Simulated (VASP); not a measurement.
Method: LDA (Ceperley-Alder, Perdew-Zunger), VASP's LDA PAW potentials (set 64) (plane waves; VASP).

VASP ran on this input.

### POSCAR
```
MgI2
1
    4.0803528043    -0.0000000000     0.0000000000
   -2.0401764022     3.5336887807     0.0000000000
    0.0000000000     0.0000000000     6.7006262399
Mg I
1 2
Direct
  0.0000000000   0.0000000000   0.0000000000
  0.3333330000   0.6666670000   0.2420000000
  0.6666670000   0.3333330000   0.7580000000
```

### INCAR
```
SYSTEM = MgI2
PREC = Normal
ENCUT = 400
EDIFF = 1E-5
NELM = 100
ALGO = Fast
LREAL = .FALSE.
LASPH = .TRUE.
ISMEAR = 0
SIGMA = 0.05
LMAXMIX = 4
LWAVE = .FALSE.
LCHARG = .FALSE.
NELMIN = 4
IBRION = 2
ISIF = 2
NSW = 20
EDIFFG = -0.03
```

**KPOINTS**
```
kpoints
0
gamma
 8 8 5
0 0 0
```

POTCAR, in this order: Mg I (LDA.64 set). Program: vasp_std.

What will the output report for the number of irreducible k-points (NKPTS), largest plane-wave count, number of space-group operations, FFT grid (NGX, NGY, NGZ)?

- number of irreducible k-points (NKPTS) = 40
- largest plane-wave count = 1786
- number of space-group operations = 12
- FFT grid (NGX, NGY, NGZ) = 20 × 20 × 36

The compound is MgI2 in the 1T layered structure. This run relaxes the ions in a fixed cell. Symmetry was kept, so distortions that lower it aren't found.
